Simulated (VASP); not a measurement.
Level of theory: vdW-DF-cx, VASP's PBE PAW potentials (set 64) (plane waves; VASP).

Input for VASP

File POSCAR:
```
AuAl2
1
    0.0000000000     3.0000000000     3.0000000000
    3.0000000000     0.0000000000     3.0000000000
    3.0000000000     3.0000000000     0.0000000000
Al Au
2 1
Direct
  0.2500000000   0.2500000000   0.2500000000
  0.7500000000   0.7500000000   0.7500000000
  0.0000000000   0.0000000000   0.0000000000
```

KPOINTS:
```
Automatic mesh
0
gamma
8 8 8
```

### INCAR
```
AGGAC = 0.0
ALGO = Normal
EDIFF = 1E-6
EDIFFG = -0.02
ENCUT = 520
GGA = CX
IBRION = 2
ISIF = 3
ISMEAR = 1
LASPH = .TRUE.
LCHARG = .FALSE.
LMAXMIX = 6
LREAL = .FALSE.
LUSE_VDW = .TRUE.
LWAVE = .FALSE.
NELM = 100
NSW = 60
PREC = Accurate
SIGMA = 0.1
SYSTEM = AuAl2
```

POTCAR, in this order: Al Au (PBE.64 set). Program: vasp_std.

What VASP printed:

OSZICAR:
```
       N       E                     dE             d eps       ncg     rms          rms(c)
DAV:   1     0.648827440581E+02    0.64883E+02   -0.71097E+03   728   0.117E+03
DAV:   2    -0.676731255528E+01   -0.71650E+02   -0.66506E+02   812   0.200E+02
DAV:   3    -0.871163030789E+01   -0.19443E+01   -0.19156E+01   852   0.334E+01
DAV:   4    -0.872824615415E+01   -0.16616E-01   -0.16599E-01   824   0.359E+00
DAV:   5    -0.872851154639E+01   -0.26539E-03   -0.26538E-03   872   0.480E-01    0.924E+00
DAV:   6    -0.754860460563E+01    0.11799E+01   -0.65128E+00   784   0.287E+01    0.400E+00
DAV:   7    -0.747794626327E+01    0.70658E-01   -0.29135E-01   760   0.643E+00    0.183E+00
DAV:   8    -0.745123596529E+01    0.26710E-01   -0.25038E-02   844   0.130E+00    0.403E-01
DAV:   9    -0.745021964370E+01    0.10163E-02   -0.35689E-03   784   0.718E-01    0.181E-01
DAV:  10    -0.745034647495E+01   -0.12683E-03   -0.23672E-04   744   0.142E-01    0.362E-02
DAV:  11    -0.745034152543E+01    0.49495E-05   -0.87751E-06   872   0.283E-02    0.147E-02
DAV:  12    -0.745034233028E+01   -0.80486E-06   -0.22985E-06   744   0.118E-02
   1 F= -.74503423E+01 E0= -.74499177E+01  d E =-.745034E+01
       N       E                     dE             d eps       ncg     rms          rms(c)
DAV:   1    -0.747075434646E+01   -0.20413E-01   -0.28863E-01   756   0.615E+00    0.965E-01
DAV:   2    -0.745092044810E+01    0.19834E-01   -0.83012E-02   760   0.353E+00    0.312E-01
DAV:   3    -0.745058900203E+01    0.33145E-03   -0.17606E-03   712   0.436E-01    0.170E-01
DAV:   4    -0.745041737534E+01    0.17163E-03   -0.48234E-04   740   0.134E-01    0.267E-02
DAV:   5    -0.745041162689E+01    0.57484E-05   -0.60831E-05   784   0.925E-02    0.216E-02
DAV:   6    -0.745041139281E+01    0.23408E-06   -0.56223E-06   724   0.290E-02
   2 F= -.74504114E+01 E0= -.74498491E+01  d E =-.690625E-04
       N       E                     dE             d eps       ncg     rms          rms(c)
DAV:   1    -0.745593122862E+01   -0.55196E-02   -0.70852E-02   752   0.305E+00    0.462E-01
DAV:   2    -0.745103606705E+01    0.48952E-02   -0.21071E-02   760   0.177E+00    0.145E-01
DAV:   3    -0.745094984630E+01    0.86221E-04   -0.47498E-04   712   0.233E-01    0.748E-02
DAV:   4    -0.745091226075E+01    0.37586E-04   -0.11786E-04   748   0.672E-02    0.137E-02
DAV:   5    -0.745091133688E+01    0.92386E-06   -0.14816E-05   772   0.460E-02    0.110E-02
DAV:   6    -0.745091160798E+01   -0.27110E-06   -0.13809E-06   360   0.141E-02
   3 F= -.74509116E+01 E0= -.74504186E+01  d E =-.569278E-03
```

### OUTCAR
```
------------------------ aborting loop because EDIFF is reached ----------------------------------------
  FORCE on cell =-STRESS in cart. coord.  units (eV):
  Direction    XX          YY          ZZ          XY          YZ          ZX
  --------------------------------------------------------------------------------------
  Total        0.0031711      0.0031711      0.0031711     -0.0000000      0.0000000      0.0000000
  in kB        0.0935826      0.0935826      0.0935826     -0.0000000      0.0000000      0.0000000
  external PRESSURE =       0.0935826 kB  Pullay stress =       0.0000000 kB
  volume of cell :       54.29
      direct lattice vectors                 reciprocal lattice vectors
     0.000000000  3.005369478  3.005369478    -0.166368895  0.166368895  0.166368895
     3.005369478  0.000000000  3.005369478     0.166368895 -0.166368895  0.166368895
     3.005369478  3.005369478 -0.000000000     0.166368895  0.166368895 -0.166368895
 POSITION                                       TOTAL-FORCE (eV/Angst)
 -----------------------------------------------------------------------------------
      1.50268      1.50268      1.50268         0.000000      0.000000      0.000000
      4.50805      4.50805      4.50805        -0.000000     -0.000000     -0.000000
      0.00000      0.00000      0.00000        -0.000000      0.000000     -0.000000
 -----------------------------------------------------------------------------------
    total drift:                                0.000000     -0.000000      0.000000
  FREE ENERGIE OF THE ION-ELECTRON SYSTEM (eV)
  ---------------------------------------------------
  free  energy   TOTEN  =        -7.4509116080 eV

  energy  without entropy=       -7.4494325278  energy(sigma->0) =       -7.45041858

 reached required accuracy - stopping structural energy minimisation
```
(Selected blocks of OUTCAR.)

CONTCAR:
```
AuAl2
   1.00000000000000
     0.0000000000000000    3.0053694775820694    3.0053694775820694
     3.0053694775820694    0.0000000000000000    3.0053694775820694
     3.0053694775820694    3.0053694775820694   -0.0000000000000000
  Al              Au
     2     1
Direct
     0.2500000000000000    0.2500000000000000    0.2500000000000000
     0.7500000000000000    0.7500000000000000    0.7500000000000000
     0.0000000000000000    0.0000000000000000    0.0000000000000000
```

The compound is AuAl2 in the fluorite structure. This run relaxes it. Symmetry was kept, so distortions that lower it aren't found. The electron count is odd and the run is not spin-polarised, which forces a metal.
